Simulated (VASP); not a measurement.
Data:

```xyz
2
Lattice="2.5531 0.0000 0.0000 0.0000 2.5531 0.0000 0.0000 0.0000 3.5251" Properties=species:S:1:pos:R:3 pbc="T T T"
Fe     0.0000     0.0000     0.0000
Pt     1.2765     1.2765     1.7625
```
Starting moments (μB, in the order of the record's atoms Fe Pt): 2.9 0.3.

Level of theory: PBE GGA, VASP's PBE PAW potentials (set 64) (plane waves; VASP). Run with 500 eV cut-off, 14×14×10 Γ-centred mesh, first-order Methfessel-Paxton smearing of 0.10 eV, potentials Fe Pt.

Energy and stress use the plane-wave basis of the starting cell.

Task: The ions, cell shape and volume at an external pressure of 45.0 GPa are relaxed. Which structure does the run end with?

Result: 
```xyz
2
Lattice="2.5925 0.0000 0.0000 0.0000 2.5925 0.0000 0.0000 0.0000 3.5759" Properties=species:S:1:pos:R:3 pbc="T T T"
Fe     0.0000     0.0000     0.0000
Pt     1.2962     1.2962     1.7880
```
Space group P4/mmm (123), at a tolerance of 0.03 Å. The cell ends with 2.99 μB, on the sites 2.63 0.30 μB.

Task: How do energy and volume change from the first to the last step?

Result: The energy (σ→0) changes by -178.3 meV/atom and the volume by +4.6 %, in 4 ionic steps.

```tsv
step	E(σ→0) (eV)	max force (eV/Å)	pressure (GPa)	volume (Å³)
1	-13.9660	0.000	64.35	22.98
2	-14.8021	0.000	0.49	27.91
3	-14.3400	0.000	43.93	24.10
4	-14.3227	0.000	44.95	24.03
```

The compound is FePt in the L1_0 structure. This run relaxes it under an external pressure of 45 GPa. Symmetry was kept, so distortions that lower it aren't found.
